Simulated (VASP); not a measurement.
Level of theory: PBE GGA, VASP's PBE PAW potentials (set 64) (plane waves; VASP).

A VASP calculation is set up with these files.

POSCAR:
```
SnTe
1
    0.0000000000     3.2036130383     3.2036130383
    3.2036130383    -0.0000000000     3.2036130383
    3.2036130383     3.2036130383     0.0000000000
Sn Te
1 1
Direct
  0.0000000000   0.0000000000   0.0000000000
  0.5000000000   0.5000000000   0.5000000000
```

**KPOINTS**
```
K-points
0
Gamma
  7 7 7
0 0 0
```

### INCAR
```
# general
SYSTEM =SnTe
PREC   =Accurate
ENCUT  =480
LREAL  =.FALSE.
LASPH  =.TRUE.

# electronic loop
EDIFF  =1E-6
NELM   =100
ALGO   =Normal
LMAXMIX=4

# smearing
ISMEAR =0
SIGMA  =0.05

# functional
GGA    =PE

# ions
IBRION =2
NSW    =60
ISIF   =3
EDIFFG =-0.01

# output
LWAVE  =.FALSE.
LCHARG =.FALSE.
```

POTCAR, in this order: Sn_d Te (PBE.64 set). Program: vasp_std.

**Question.** What does the run give for the energy per atom (σ→0), volume per atom?

**Answer.** 
```json
{
 "energy per atom (σ→0)": "-365.1 kJ/mol of atoms",
 "volume_per_atom": "32.86 Å³/atom"
}
```

### OSZICAR
```
...
       N       E                     dE             d eps       ncg     rms          rms(c)
DAV:   1    -0.756878918443E+01   -0.14221E-03   -0.29641E-03   680   0.880E-01    0.653E-02
DAV:   2    -0.756868523472E+01    0.10395E-03   -0.18243E-04   680   0.226E-01    0.283E-02
DAV:   3    -0.756865905975E+01    0.26175E-04   -0.79927E-05   686   0.137E-01    0.563E-03
DAV:   4    -0.756865751670E+01    0.15430E-05   -0.19598E-06   422   0.150E-02    0.477E-03
DAV:   5    -0.756865621775E+01    0.12990E-05   -0.30454E-07   280   0.507E-03    0.104E-03
DAV:   6    -0.756865619016E+01    0.27594E-07   -0.76724E-08   280   0.418E-03
   3 F= -.75686562E+01 E0= -.75686562E+01  d E =-.125154E-05
```

The compound is SnTe in the rock salt structure, which distorts at low temperature. This run relaxes it. Symmetry was kept, so distortions that lower it aren't found. The start is the result of an earlier pass.
